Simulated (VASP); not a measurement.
# From one sheet to two: 1T-PtS2 monolayer, part 2 of 9

Aim: relax 1T-PtS2 monolayer, place its levels against the vacuum, then find how two sheets stack and bind.

VASP 6.6.1, plane waves and PAW; the level of theory is named at each step.

So far: The structure; Relaxing the monolayer.

## 2. Relaxing the monolayer (continued)

Level of this step: r2SCAN with rVV10; plane waves and PAW (Pt, S) (VASP).

Relaxation path:

```
step  energy less that of the first step (eV)  largest force (eV/Å)  pressure (GPa)  volume (Å³)
   1                                   0.0000                0.9719           -1.84       242.82
   2                                  -0.0263                0.4814            1.70       225.26
   3                                  -0.0831                0.2285           -0.06       232.90
   4                                  -0.0830                0.2128           -0.02       232.71
   5                                  -0.0873                0.1498            0.00       233.68
   6                                  -0.0920                0.0220            0.04       236.29
   7                                  -0.0919                0.0376           -0.12       237.07
   8                                  -0.0921                0.0012           -0.01       236.57
```

```csv
cell as run,before,after,change
a (Å),3.570,3.524,-1.3 %
b (Å),3.570,3.524,-1.3 %
```

The atoms that moved most (Å, along periodic axes as changes of fractional coordinates times the final cell, across vacuum about the mean position):

```
atom     dx     dy      dz  length
  S2  0.000  0.000   0.053   0.053
  S3  0.000  0.000  -0.053   0.053
```

The relaxed structure:

```xyz
3
Lattice="3.5237 0.0000 0.0000 -1.7619 3.0516 0.0000 0.0000 0.0000 22.0000" Properties=species:S:1:pos:R:3
Pt    0.0000    0.0000   11.0000
S     0.0000    2.0344    9.7531
S     1.7619    1.0172   12.2469
```

Numbers from this step:

| Item | Value |
| --- | --- |
| electronic cycles | 71 |
| electrons | 22 |
| free energy (TOTEN) | -68.1797 eV |
| Fermi energy | -3.672 eV |
| metallic | no |
| dipole moment | 0, 0, 0 e·Å |
| gap on the k-mesh | 2.064 eV |
| least direct gap on the k-mesh | 2.231 eV |

The run ended after 8 ionic steps, 0.092 eV below its first step, once forces and stress met EDIFFG = -0.015.

## 3. A second relaxation

The plane waves were chosen for the start cell, so the relaxation is repeated from its end.

Input file INCAR:

```
SYSTEM = PtS2
PREC = Normal
ENCUT = 350
EDIFF = 1E-06
NELM = 120
ISMEAR = 0
SIGMA = 0.03
LREAL = .FALSE.
ALGO = Normal
METAGGA = R2SCAN
LUSE_VDW = .TRUE.
IVDW_NL = 2
BPARAM = 11.95
CPARAM = 0.0093
LASPH = .TRUE.
NBANDS = 17
LORBIT = 11
LWAVE = .FALSE.
LCHARG = .FALSE.
KPAR = 4
IBRION = 2
NSW = 30
ISIF = 3
EDIFFG = -0.015
POTIM = 0.4
IDIPOL = 3
LDIPOL = .TRUE.
DIPOL = 0.5 0.5 0.5
LATTICE_CONSTRAINTS = .TRUE. .TRUE. .FALSE.
```

Input file POSCAR:

```
PtS2
1.0
    3.5237097156      0.0000000000      0.0000000000
   -1.7618548578      3.0516221292      0.0000000000
    0.0000000000      0.0000000000     22.0000000000
Pt S
1 2
Direct
    0.0000000000      0.0000000000      0.5000000000
    0.3333333333      0.6666666667      0.4433219621
    0.6666666667      0.3333333333      0.5566780379
```

Input file KPOINTS:

```
Automatic mesh
0
Gamma
12 12 1
0 0 0
```

PAW data sets: Pt and S (PBE family, release 64).

Started as:

```sh
mpirun -np 4 vasp_std
```

The program printed:

```text
[banner, memory and clock lines left out]
running    4 mpi-ranks, on    1 nodes
 distrk:  each k-point on    1 cores,    4 groups
 distr:  one band on    1 cores,    1 groups

 POSCAR found type information on POSCAR PtS
 POSCAR found :  2 types and       3 ions
 [... a notice as in an earlier step ...]

 [... a notice as in an earlier step ...]

 LDA part: xc-table for (None), standard interpolation
 POSCAR, INCAR and KPOINTS ok, starting setup
 FFT: planning ... GRIDC
 FFT: planning ... GRID_SOFT
 FFT: planning ... GRID
 WAVECAR not read
 entering main loop
       N       E                     dE             d eps       ncg     rms          rms(c)
Total rVV10 correction in eV:      0.6362941    25.2608354
Total rVV10 correction in eV:      0.6362941    25.2608354
Total rVV10 correction in eV:      0.6362941    25.2608354
Total rVV10 correction in eV:      0.6362941    25.2608354
DAV:   1     0.939099838032E+02    0.93910E+02   -0.64727E+03   646   0.706E+02
DAV:   2    -0.602639768605E+02   -0.15417E+03   -0.14825E+03   947   0.166E+02
DAV:   3    -0.749430992236E+02   -0.14679E+02   -0.14598E+02   772   0.644E+01
DAV:   4    -0.752131241931E+02   -0.27002E+00   -0.26980E+00   904   0.101E+01
DAV:   5    -0.752180514625E+02   -0.49273E-02   -0.49266E-02   904   0.129E+00    0.184E+01
Total rVV10 correction in eV:      0.6357638    25.2697698
Total rVV10 correction in eV:      0.6357638    25.2697698
Total rVV10 correction in eV:      0.6357638    25.2697698
Total rVV10 correction in eV:      0.6357638    25.2697698
DAV:   6    -0.684691118524E+02    0.67489E+01   -0.11349E+01   764   0.308E+01    0.130E+01
Total rVV10 correction in eV:      0.6381281    25.2641679
Total rVV10 correction in eV:      0.6381281    25.2641679
Total rVV10 correction in eV:      0.6381281    25.2641679
Total rVV10 correction in eV:      0.6381281    25.2641679
DAV:   7    -0.681876240444E+02    0.28149E+00   -0.22888E+00   745   0.157E+01    0.545E+00
Total rVV10 correction in eV:      0.6413191    25.2622686
Total rVV10 correction in eV:      0.6413191    25.2622686
Total rVV10 correction in eV:      0.6413191    25.2622686
Total rVV10 correction in eV:      0.6413191    25.2622686
DAV:   8    -0.681882945361E+02   -0.67049E-03   -0.12267E-01   762   0.289E+00    0.122E+00
Total rVV10 correction in eV:      0.6428364    25.2616412
Total rVV10 correction in eV:      0.6428364    25.2616412
Total rVV10 correction in eV:      0.6428364    25.2616412
Total rVV10 correction in eV:      0.6428364    25.2616412
DAV:   9    -0.681758588748E+02    0.12436E-01   -0.48131E-02   759   0.221E+00    0.293E-01
Total rVV10 correction in eV:      0.6430736    25.2614282
Total rVV10 correction in eV:      0.6430736    25.2614282
Total rVV10 correction in eV:      0.6430736    25.2614282
Total rVV10 correction in eV:      0.6430736    25.2614282
DAV:  10    -0.681769587138E+02   -0.10998E-02   -0.50854E-03   833   0.481E-01    0.342E-01
Total rVV10 correction in eV:      0.6431776    25.2614331
Total rVV10 correction in eV:      0.6431776    25.2614331
Total rVV10 correction in eV:      0.6431776    25.2614331
Total rVV10 correction in eV:      0.6431776    25.2614331
DAV:  11    -0.681769059273E+02    0.52787E-04   -0.13126E-04   781   0.782E-02    0.418E-01
Total rVV10 correction in eV:      0.6435292    25.2617344
Total rVV10 correction in eV:      0.6435292    25.2617344
Total rVV10 correction in eV:      0.6435292    25.2617344
Total rVV10 correction in eV:      0.6435292    25.2617344
DAV:  12    -0.681790302333E+02   -0.21243E-02   -0.17903E-02   766   0.764E-01    0.129E+00
Total rVV10 correction in eV:      0.6439207    25.2612247
Total rVV10 correction in eV:      0.6439207    25.2612247
Total rVV10 correction in eV:      0.6439207    25.2612247
Total rVV10 correction in eV:      0.6439207    25.2612247
DAV:  13    -0.681773571411E+02    0.16731E-02   -0.68380E-03   745   0.460E-01    0.315E-01
Total rVV10 correction in eV:      0.6439857    25.2611008
Total rVV10 correction in eV:      0.6439857    25.2611008
Total rVV10 correction in eV:      0.6439857    25.2611008
Total rVV10 correction in eV:      0.6439857    25.2611008
DAV:  14    -0.681774327490E+02   -0.75608E-04   -0.91946E-04   837   0.175E-01    0.328E-02
Total rVV10 correction in eV:      0.6439662    25.2610810
Total rVV10 correction in eV:      0.6439662    25.2610810
Total rVV10 correction in eV:      0.6439662    25.2610810
Total rVV10 correction in eV:      0.6439662    25.2610810
DAV:  15    -0.681774481959E+02   -0.15447E-04   -0.34656E-05   804   0.462E-02    0.487E-02
Total rVV10 correction in eV:      0.6440057    25.2610188
Total rVV10 correction in eV:      0.6440057    25.2610188
Total rVV10 correction in eV:      0.6440057    25.2610188
Total rVV10 correction in eV:      0.6440057    25.2610188
DAV:  16    -0.681774710869E+02   -0.22891E-04   -0.20943E-05   784   0.269E-02    0.667E-03
Total rVV10 correction in eV:      0.6440261    25.2609633
Total rVV10 correction in eV:      0.6440261    25.2609633
Total rVV10 correction in eV:      0.6440261    25.2609633
Total rVV10 correction in eV:      0.6440261    25.2609633
DAV:  17    -0.681774899737E+02   -0.18887E-04   -0.24594E-06   665   0.130E-02    0.290E-03
Total rVV10 correction in eV:      0.6440344    25.2609229
Total rVV10 correction in eV:      0.6440344    25.2609229
Total rVV10 correction in eV:      0.6440344    25.2609229
Total rVV10 correction in eV:      0.6440344    25.2609229
DAV:  18    -0.681775009307E+02   -0.10957E-04   -0.69386E-07   687   0.663E-03    0.268E-03
Total rVV10 correction in eV:      0.6440331    25.2608722
Total rVV10 correction in eV:      0.6440331    25.2608722
Total rVV10 correction in eV:      0.6440331    25.2608722
Total rVV10 correction in eV:      0.6440331    25.2608722
DAV:  19    -0.681775112980E+02   -0.10367E-04   -0.87576E-07   640   0.774E-03    0.849E-04
Total rVV10 correction in eV:      0.6440278    25.2608455
Total rVV10 correction in eV:      0.6440278    25.2608455
Total rVV10 correction in eV:      0.6440278    25.2608455
Total rVV10 correction in eV:      0.6440278    25.2608455
DAV:  20    -0.681775142853E+02   -0.29873E-05   -0.10361E-06   652   0.829E-03    0.339E-03
Total rVV10 correction in eV:      0.6440272    25.2608446
Total rVV10 correction in eV:      0.6440272    25.2608446
Total rVV10 correction in eV:      0.6440272    25.2608446
Total rVV10 correction in eV:      0.6440272    25.2608446
DAV:  21    -0.681775173330E+02   -0.30477E-05   -0.23560E-07   730   0.428E-03    0.118E-03
Total rVV10 correction in eV:      0.6440257    25.2608441
Total rVV10 correction in eV:      0.6440257    25.2608441
Total rVV10 correction in eV:      0.6440257    25.2608441
Total rVV10 correction in eV:      0.6440257    25.2608441
DAV:  22    -0.681775158473E+02    0.14857E-05   -0.12800E-07   562   0.422E-03    0.820E-04
Total rVV10 correction in eV:      0.6440247    25.2608442
Total rVV10 correction in eV:      0.6440247    25.2608442
Total rVV10 correction in eV:      0.6440247    25.2608442
Total rVV10 correction in eV:      0.6440247    25.2608442
DAV:  23    -0.681775160211E+02   -0.17373E-06   -0.28097E-08   571   0.176E-03
Total rVV10 correction in eV:      0.6440241    25.2608451
Total rVV10 correction in eV:      0.6440241    25.2608451
Total rVV10 correction in eV:      0.6440241    25.2608451
Total rVV10 correction in eV:      0.6440241    25.2608451
Total rVV10 correction in eV:      0.6440244    25.2608443
Total rVV10 correction in eV:      0.6440244    25.2608443
Total rVV10 correction in eV:      0.6440244    25.2608443
Total rVV10 correction in eV:      0.6440244    25.2608443
   1 F= -.68177516E+02 E0= -.68177516E+02  d E =-.681775E+02
 curvature:   0.00 expect dE= 0.000E+00 dE for cont linesearch  0.000E+00
 trial: gam= 0.00000 g(F)=  0.613E-08 g(S)=  0.276E-05 ort = 0.000E+00 (trialstep = 0.100E+01)
 search vector abs. value=  0.276E-05
 reached required accuracy - stopping structural energy minimisation
```

It took 97 s on 4 MPI ranks of Intel Xeon Platinum 8259CL at 2.50GHz (Skylake/Cascade Lake), shared host; peak memory 1.2 GiB.

From OUTCAR (step 3):

```text
  LATTYP: Found a hexagonal cell.
 ALAT       =     3.5237097156
 C/A-ratio  =     6.2434200816

The static configuration has the point symmetry D_3d.

 Found     19 irreducible k-points:

   ENCUT  =  350.0 eV  25.72 Ry    5.07 a.u.   5.38  5.38 33.56*2*pi/ulx,y,z

   NELECT =      22.0000    total number of electrons

 E-fermi :  -3.6732

 k-point     1 :       0.0000    0.0000    0.0000
  band No.  band energies     occupation
    ...
      7      -6.8458      2.00000
      8      -4.6817      2.00000
      9      -4.5324      2.00000
     10      -4.0078      2.00000
     11      -4.0078      2.00000
     12      -0.2982      0.00000
     13      -0.2982      0.00000
     14       2.3440      0.00000
     15       2.6025      0.00000
     16       3.0698      0.00000
    ...

 k-point     2 :       0.0833   -0.0000    0.0000
  band No.  band energies     occupation
    ...
      7      -6.9215      2.00000
      8      -5.0510      2.00000
      9      -4.3947      2.00000
     10      -3.9649      2.00000
     11      -3.8704      2.00000
     12      -0.7329      0.00000
     13      -0.4199      0.00000
     14       2.5419      0.00000
     15       2.8072      0.00000
     16       3.2341      0.00000
    ...

  Total       -0.0103478     -0.0103478     -0.0833983     -0.0000000      0.0000000      0.0000000
  in kB       -0.0700815     -0.0700815     -0.5648256     -0.0000000      0.0000000      0.0000000
  external PRESSURE =      -0.2349962 kB  Pullay stress =       0.0000000 kB

  energy-cutoff  :      350.00
  volume of cell :      236.57
      direct lattice vectors                 reciprocal lattice vectors
     3.523709716  0.000000000  0.000000000     0.283791822  0.163847285  0.000000000
    -1.761854858  3.051622129  0.000000000     0.000000000  0.327694570  0.000000000
     0.000000000  0.000000000 22.000000000     0.000000000  0.000000000  0.045454545

 POSITION                                       TOTAL-FORCE (eV/Angst)
 -----------------------------------------------------------------------------------
      0.00000      0.00000     11.00000         0.000000      0.000000      0.000000
     -0.00000      2.03441      9.75308         0.000000      0.000000     -0.000282
      1.76185      1.01721     12.24692        -0.000000     -0.000000      0.000282
 -----------------------------------------------------------------------------------
    total drift:                               -0.000000     -0.000000      0.000000

  FREE ENERGIE OF THE ION-ELECTRON SYSTEM (eV)
  ---------------------------------------------------
  free  energy   TOTEN  =       -68.1775160211 eV

  energy  without entropy=      -68.1775160211  energy(sigma->0) =      -68.17751602

 vacuum level on the upper side and lower side of the slab         2.844         2.844

[... 6 parts as in an earlier step ...]

[... 7 further parts left out ...]
```

Little changed from the start: no atom moved by 0.005 Å and no cell edge by 0.1 %.

Numbers from this step:

* electronic cycles: 23
* free energy (TOTEN): -68.1775 eV
* Fermi energy: -3.673 eV
* gap on the k-mesh: 2.063 eV

The start already met the threshold, so nothing moved.

(Continued in part 3 of 9.)

[Lines on the potential files, build, host, timing and source positions are cut from VASP's logs without a mark.]

[Logs are printed without paths, hosts, clocks, repeated set-up lines and the standing remarks that a program may print on its own settings, such as how far it seeks lower states.]

[Hosts, paths, dates, database ids (printed as entryN), source tags and the programs' standing remarks are cut or masked in the printed files.]

[Runs that stopped without an error message from VASP are left out.]
